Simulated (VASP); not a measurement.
# GeCl2 (Fm-3m) in VASP: further runs

Runs on GeCl2. Level: PBE. Tasks: single point, relaxation of cell and atoms.

Program: VASP 6.6.1. These are calculated values, not measurements. Logs are shortened: lines on timing, memory, paths and dates and some standing lists are left out, and cuts for length are marked.

## 1. The cell of the first run

Symmetry: Fm-3m, No. 225, cubic system. Conventional cell: a = 6.620 Å, b = 6.620 Å, c = 6.620 Å, α = 90.00°, β = 90.00°, γ = 90.00°. Around Ge (site symmetry m-3m) lie 8 Cl at 2.87 Å. Cl (site symmetry -43m) has 4 Ge at 2.87 Å as nearest neighbours.

The cell was built by a generator and needn't be a form met in nature.

## 2. Single point, PBE (species swapped into the Ca2Sn type (Fm-3m, No. 225))

INCAR reads:

```
SYSTEM = GeCl2
  PREC = Accurate
  ENCUT = 520
  EDIFF = 1E-6
  ISMEAR = 0
  SIGMA = 0.02
  LREAL = .FALSE.
  LASPH = .TRUE.
  NELM = 100
  ALGO = Normal
  ISIF = 2
  LWAVE = .FALSE.
  LCHARG = .FALSE.
  GGA = PE
  NBANDS = 21
```

KPOINTS reads:

```
regular mesh
0
G
  6 6 6
  0 0 0
```

POSCAR reads:

```
GeCl2
1.0
    0.0000000000      3.3101215342      3.3101215342
    3.3101215342      0.0000000000      3.3101215342
    3.3101215342      3.3101215342      0.0000000000
Ge Cl
1 2
Direct
    0.0000000000      0.0000000000      0.0000000000
    0.7500000000      0.7500000000      0.7500000000
    0.2500000000      0.2500000000      0.2500000000
```

Potentials or basis: VASP PAW PBE potentials, release 64 (Ge_d, Cl).

Started as:

```sh
cat potpaw_PBE.64/Ge_d/POTCAR potpaw_PBE.64/Cl/POTCAR > POTCAR
mpirun -np 1 vasp_std > vasp.out
```

OUTCAR:

```text
SYSTEM = GeCl2
   PREC = Accurate
   ENCUT = 520
   EDIFF = 1E-6
   ISMEAR = 0
   LREAL = .FALSE.
   LASPH = .TRUE.
   NELM = 100
   ISIF = 2
   GGA = PE

 ion  position               nearest neighbor table
   1  0.000  0.000  0.000-
   2  0.750  0.750  0.750-
   3  0.250  0.250  0.250-

  LATTYP: Found a face centered cubic cell.
 ALAT       =     6.6202430684

  Lattice vectors:

 A1 = (   0.0000000000,   3.3101215342,   3.3101215342)
 A2 = (   3.3101215342,   0.0000000000,   3.3101215342)
 A3 = (   3.3101215342,   3.3101215342,   0.0000000000)

Analysis of symmetry for initial positions (statically):
=====================================================================
 Subroutine PRICEL returns:
 Original cell was already a primitive cell.

 Routine SETGRP: Setting up the symmetry group for a
 face centered cubic supercell.

 Subroutine GETGRP returns: Found 48 space group operations
 (whereof 48 operations were pure point group operations)
 out of a pool of 48 trial point group operations.

The static configuration has the point symmetry O_h .

Analysis of symmetry for dynamics (positions and initial velocities):
=====================================================================
 Subroutine PRICEL returns:
 Original cell was already a primitive cell.

 Routine SETGRP: Setting up the symmetry group for a
 face centered cubic supercell.

 Subroutine GETGRP returns: Found 48 space group operations
 (whereof 48 operations were pure point group operations)
 out of a pool of 48 trial point group operations.

The dynamic configuration has the point symmetry O_h .

 Subroutine INISYM returns: Found 48 space group operations
 (whereof 48 operations are pure point group operations),
 and found     1 'primitive' translations

----------------------------------------------------------------------------------------

                                     Primitive cell

  volume of cell :      72.5374

  direct lattice vectors                    reciprocal lattice vectors
     0.000000000  3.310121534  3.310121534    -0.151051856  0.151051856  0.151051856
     3.310121534  0.000000000  3.310121534     0.151051856 -0.151051856  0.151051856
     3.310121534  3.310121534  0.000000000     0.151051856  0.151051856 -0.151051856

  length of vectors
[... 71 lines left out ...]
   LSORBIT =      F    spin-orbit coupling
   LASPH  =      T    aspherical Exc in radial PAW
   ENCUT  =  520.0 eV  38.22 Ry    6.18 a.u.   8.70  8.70  8.70*2*pi/ulx,y,z
   NELM   =    100;   NELMIN=  2; NELMDL= -5     # of ELM steps
   EDIFF  = 0.1E-05   stopping-criterion for ELM
   LREAL  =      F    real-space projection
   EDIFFG = 0.1E-04   stopping-criterion for IOM
   NSW    =      0    number of steps for IOM
   IBRION =     -1    ionic relax: 0-MD 1-quasi-New 2-CG
   NFREE  =      0    steps in history (QN), initial steepest desc. (CG)
   ISIF   =      2    stress and relaxation
   ISYM   =      2    0-nonsym 1-usesym 2-fastsym
   POTIM  = 0.5000    time-step for ionic-motion
   TEBEG  =    0.0;   TEEND  =   0.0 temperature during run
   PSTRESS=    0.0 pullay stress
   NELECT =      28.0000    total number of electrons
   NUPDOWN=      -1.0000    fix difference up-down
   EMIN   =  10.00;   EMAX   =-10.00  energy-range for DOS
   EFERMI =   0.00;   METHOD = LEGACY
   ISMEAR =     0;   SIGMA  =   0.02  broadening in eV -4-tet -1-fermi 0-gaus
   EFERMI_NEDOS =   21; number of points for ismear=-14 and -15
   IALGO  =     38    algorithm
   IMIX   =      4    mixing-type and parameters
     AMIX     =   0.40;   BMIX     =  1.00
     AMIX_MAG =   1.60;   BMIX_MAG =  1.00
  volume/ion in A,a.u.               =      24.18       163.17
  Fermi-wavevector in a.u.,A,eV,Ry     =   1.191993  2.252539 19.331789  1.420846
  Thomas-Fermi vector in A             =   2.328041
   LORBIT       =      0    0 simple, 1 ext, 2 COOP (PROOUT), +10 PAW based schemes
   GGA     = PE    functional components
   LHFCALC =     F    Hartree Fock is set to
   AEXX    =    0.0000 exact exchange contribution
   IVDW    =     0    specifies the selected vdW correction
   LEPSILON=     F    determine dielectric tensor
   LRPA    =     F    only Hartree local field effects (RPA)
 non-spin polarized calculation
 Gauss-broadening in eV      SIGMA  =   0.02
  energy-cutoff  :      520.00
  volume of cell :       72.54
 maximum number of plane-waves:      1980
   NGX = 17   NGY = 17   NGZ = 17

 number of electron      27.9999991 magnetization

 Free energy of the ion-electron system (eV)
  ---------------------------------------------------
  ext. energy  EPLUGINS =         0.00000000
  ---------------------------------------------------
  free energy    TOTEN  =       -10.06462326 eV

  energy without entropy =      -10.06462326  energy(sigma->0) =      -10.06462326

 E-fermi :   1.8222     XC(G=0):  -8.9596

 val. band max:        1.6447726412   @ k =   0.5000   0.0000   0.0000
 cond. band min:       4.3213038396   @ k =   0.1667   0.1667   0.0000
 fundamental gap:      2.6765311984
 Fermi energy:         1.8221545045

 k-point     1 :       0.0000    0.0000    0.0000
  band No.  band energies     occupation
      1     -22.4351      2.00000
      2     -22.4351      2.00000
      3     -22.4341      2.00000
      4     -22.4341      2.00000
      5     -22.4341      2.00000
      6     -12.8312      2.00000
[... 373 lines left out ...]
     20      12.5103      0.00000
     21      13.0837      0.00000

------------------------ aborting loop because EDIFF is reached ----------------------------------------

  FORCE on cell =-STRESS in cart. coord.  units (eV):
  Direction    XX          YY          ZZ          XY          YZ          ZX
  --------------------------------------------------------------------------------------
  -------------------------------------------------------------------------------------
  Total       -0.0574933     -0.0574933     -0.0574933      0.0000000      0.0000000     -0.0000000
  in kB       -1.2698903     -1.2698903     -1.2698903      0.0000000      0.0000000     -0.0000000
  external PRESSURE =      -1.2698903 kB  Pullay stress =       0.0000000 kB

 VOLUME and BASIS-vectors are now :
 -----------------------------------------------------------------------------
  energy-cutoff  :      520.00
  volume of cell :       72.54
      direct lattice vectors                 reciprocal lattice vectors
     0.000000000  3.310121534  3.310121534    -0.151051856  0.151051856  0.151051856
     3.310121534  0.000000000  3.310121534     0.151051856 -0.151051856  0.151051856
     3.310121534  3.310121534  0.000000000     0.151051856  0.151051856 -0.151051856

 POSITION                                       TOTAL-FORCE (eV/Angst)
 -----------------------------------------------------------------------------------
      0.00000      0.00000      0.00000        -0.000000     -0.000000      0.000000
      4.96518      4.96518      4.96518        -0.000000     -0.000000     -0.000000
      1.65506      1.65506      1.65506         0.000000      0.000000      0.000000
 -----------------------------------------------------------------------------------
    total drift:                               -0.000000      0.000000      0.000000

  FREE ENERGIE OF THE ION-ELECTRON SYSTEM (eV)
  ---------------------------------------------------
  free  energy   TOTEN  =       -10.0646232586 eV

  energy  without entropy=      -10.0646232586  energy(sigma->0) =      -10.06462326
```

stdout:

```text
POSCAR found type information on POSCAR GeCl
 POSCAR found :  2 types and       3 ions
 scaLAPACK will be used
 LDA part: xc-table for (Slater+PW92), standard interpolation
 POSCAR, INCAR and KPOINTS ok, starting setup
 FFT: planning ... GRIDC
 FFT: planning ... GRID_SOFT
 FFT: planning ... GRID
 WAVECAR not read
 entering main loop
```

Run time: 22 s. Hardware: 1 thread of Intel Xeon Platinum 8259CL at 2.50GHz (Skylake/Cascade Lake), shared host; peak memory 0.2 GiB.

Results:

| Quantity | Value |
| --- | --- |
| Free energy | -10.0646 eV |
| Pressure | -0.1 GPa |
| Band gap on the k mesh | 2.68 eV, indirect (least direct gap 3.08 eV) |

A k mesh can miss the band edges.

## 3. Relaxation of cell and atoms, PBE (species swapped into the Ca2Sn type (Fm-3m, No. 225))

INCAR reads:

```
SYSTEM = GeCl2
  PREC = Accurate
  ENCUT = 600
  EDIFF = 1E-6
  ISMEAR = 0
  SIGMA = 0.02
  LREAL = .FALSE.
  LASPH = .TRUE.
  NELM = 100
  ALGO = Fast
  ISIF = 3
  LWAVE = .FALSE.
  LCHARG = .FALSE.
  GGA = PE
  IBRION = 2
  NSW = 100
  EDIFFG = -0.01
```

KPOINTS reads:

```
Automatic mesh
0
G
  6 6 6
  0 0 0
```

POSCAR is that of step 2.

Potentials or basis: VASP PAW PBE potentials, release 64 (Ge_d, Cl).

Started as:

```sh
cat potpaw_PBE.64/Ge_d/POTCAR potpaw_PBE.64/Cl/POTCAR > POTCAR
mpirun -np 1 vasp_std > vasp.out
```

OUTCAR:

```text
SYSTEM = GeCl2
   PREC = Accurate
   ENCUT = 600
   EDIFF = 1E-6
   ISMEAR = 0
   LREAL = .FALSE.
   LASPH = .TRUE.
   NELM = 100
   ISIF = 3
   GGA = PE
   IBRION = 2
   NSW = 100
   EDIFFG = -0.01

 ion  position               nearest neighbor table
   1  0.000  0.000  0.000-
   2  0.750  0.750  0.750-
   3  0.250  0.250  0.250-

  LATTYP: Found a face centered cubic cell.
 ALAT       =     6.6202430684

  Lattice vectors:

 A1 = (   0.0000000000,   3.3101215342,   3.3101215342)
 A2 = (   3.3101215342,   0.0000000000,   3.3101215342)
 A3 = (   3.3101215342,   3.3101215342,   0.0000000000)

Analysis of symmetry for initial positions (statically):
=====================================================================
 Subroutine PRICEL returns:
 Original cell was already a primitive cell.

 Routine SETGRP: Setting up the symmetry group for a
 face centered cubic supercell.

 Subroutine GETGRP returns: Found 48 space group operations
 (whereof 48 operations were pure point group operations)
 out of a pool of 48 trial point group operations.

The static configuration has the point symmetry O_h .

Analysis of symmetry for dynamics (positions and initial velocities):
=====================================================================
 Subroutine PRICEL returns:
 Original cell was already a primitive cell.

 Routine SETGRP: Setting up the symmetry group for a
 face centered cubic supercell.

 Subroutine GETGRP returns: Found 48 space group operations
 (whereof 48 operations were pure point group operations)
 out of a pool of 48 trial point group operations.

The dynamic configuration has the point symmetry O_h .

[... 107 lines left out ...]
   EFERMI_NEDOS =   21; number of points for ismear=-14 and -15
   IALGO  =     68    algorithm
   IMIX   =      4    mixing-type and parameters
     AMIX     =   0.40;   BMIX     =  1.00
     AMIX_MAG =   1.60;   BMIX_MAG =  1.00
  volume/ion in A,a.u.               =      24.18       163.17
  Fermi-wavevector in a.u.,A,eV,Ry     =   1.191993  2.252539 19.331789  1.420846
  Thomas-Fermi vector in A             =   2.328041
   LORBIT       =      0    0 simple, 1 ext, 2 COOP (PROOUT), +10 PAW based schemes
   GGA     = PE    functional components
   LHFCALC =     F    Hartree Fock is set to
   AEXX    =    0.0000 exact exchange contribution
   IVDW    =     0    specifies the selected vdW correction
   LEPSILON=     F    determine dielectric tensor
   LRPA    =     F    only Hartree local field effects (RPA)
 conjugate gradient relaxation of ions
 non-spin polarized calculation
 RMM-DIIS sequential band-by-band and
 Gauss-broadening in eV      SIGMA  =   0.02
  energy-cutoff  :      600.00
  volume of cell :       72.54
 maximum number of plane-waves:      2452
 NGX is ok and might be reduce to    40
   NGX = 19   NGY = 19   NGZ = 19

 number of electron      27.9999994 magnetization

 Free energy of the ion-electron system (eV)
  ---------------------------------------------------
  ext. energy  EPLUGINS =         0.00000000
  ---------------------------------------------------
  free energy    TOTEN  =       -10.06495125 eV

  energy without entropy =      -10.06495125  energy(sigma->0) =      -10.06495125

 E-fermi :   1.7571     XC(G=0):  -8.9596

 val. band max:        1.6446191666   @ k =   0.5000   0.0000   0.0000
 cond. band min:       4.3209999650   @ k =   0.1667   0.1667   0.0000
 fundamental gap:      2.6763807984
 Fermi energy:         1.7571364799

 k-point     1 :       0.0000    0.0000    0.0000
  band No.  band energies     occupation
      1     -22.4362      2.00000
      2     -22.4362      2.00000
      3     -22.4352      2.00000
      4     -22.4352      2.00000
      5     -22.4352      2.00000
      6     -12.8308      2.00000
[... 313 lines left out ...]
      5     -22.4340      2.00000
      6     -12.0225      2.00000
[... 10 lines left out ...]
     17       6.4557      0.00000
     18       9.8411      0.00000

------------------------ aborting loop because EDIFF is reached ----------------------------------------

  FORCE on cell =-STRESS in cart. coord.  units (eV):
  Direction    XX          YY          ZZ          XY          YZ          ZX
  --------------------------------------------------------------------------------------
  -------------------------------------------------------------------------------------
  Total       -0.0134733     -0.0134733     -0.0134733      0.0000000      0.0000000      0.0000000
  in kB       -0.2975919     -0.2975919     -0.2975919      0.0000000      0.0000000      0.0000000
  external PRESSURE =      -0.2975919 kB  Pullay stress =       0.0000000 kB

 VOLUME and BASIS-vectors are now :
 -----------------------------------------------------------------------------
  energy-cutoff  :      600.00
  volume of cell :       72.54
      direct lattice vectors                 reciprocal lattice vectors
     0.000000000  3.310121534  3.310121534    -0.151051856  0.151051856  0.151051856
     3.310121534  0.000000000  3.310121534     0.151051856 -0.151051856  0.151051856
     3.310121534  3.310121534  0.000000000     0.151051856  0.151051856 -0.151051856

 POSITION                                       TOTAL-FORCE (eV/Angst)
 -----------------------------------------------------------------------------------
      0.00000      0.00000      0.00000         0.000000      0.000000      0.000000
      4.96518      4.96518      4.96518        -0.000000     -0.000000     -0.000000
      1.65506      1.65506      1.65506         0.000000      0.000000      0.000000
 -----------------------------------------------------------------------------------
    total drift:                               -0.000000      0.000000      0.000000

  FREE ENERGIE OF THE ION-ELECTRON SYSTEM (eV)
  ---------------------------------------------------
  free  energy   TOTEN  =       -10.0649512515 eV

  energy  without entropy=      -10.0649512515  energy(sigma->0) =      -10.06495125

 reached required accuracy - stopping structural energy minimisation
```

Run time: 34 s. Hardware: 1 thread of Intel Xeon Platinum 8259CL at 2.50GHz (Skylake/Cascade Lake), shared host; peak memory 0.24 GiB.

Results:

- Free energy: -10.0650 eV
- Pressure after relaxing: 0.0 GPa
- Band gap on the k mesh: 2.68 eV, indirect (least direct gap 3.08 eV)

Final structure:
```yaml
crystal:
  lattice:
    - [0.00000, 3.31012, 3.31012]
    - [3.31012, 0.00000, 3.31012]
    - [3.31012, 3.31012, 0.00000]
  atoms:
    - { symbol: Ge, position: [0.00000, 0.00000, 0.00000] }
    - { symbol: Cl, position: [0.75000, 0.75000, 0.75000] }
    - { symbol: Cl, position: [0.25000, 0.25000, 0.25000] }
```

Caveat: the relaxation stopped at its first step, so nothing moved. A k mesh can miss the band edges.
